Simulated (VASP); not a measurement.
CClH3, in a box:

```
C Cl H
1.0
    12.76707    0.00000    0.00000
     0.00000   13.26707    0.00000
     0.00000    0.00000   13.76707
C Cl H
1 1 3
Direct
  0.49704 0.51348 0.49492
  0.53195 0.39889 0.55482
  0.55523 0.57099 0.51352
  0.41913 0.53623 0.51997
  0.49649 0.49980 0.41647
```

Base run:

- Program: VASP 6.6.1
- Functional: optB86b-vdW
- Potentials or basis: VASP PAW PBE potentials, release 64 (C, Cl, H)
- Cutoff: 400 eV
- k mesh: 1 × 1 × 1
- Occupations: gaussian, width 0.01 eV
- Spin: no spin polarisation

Its results: gap between the frontier levels 6.07 eV; largest force 0.044 eV/Å.

**Question.** The run is repeated on the same cell with these changes: functional from optB86b-vdW to RPBE. What comes out?

**Answer.** Gap between the frontier levels 6.17 eV; largest force 0.185 eV/Å.

Caveats: the PAW data sets were made with another functional, which shifts forces and pressure a little.

A k mesh can miss the band edges.

Not every run made on this cell is shown here.
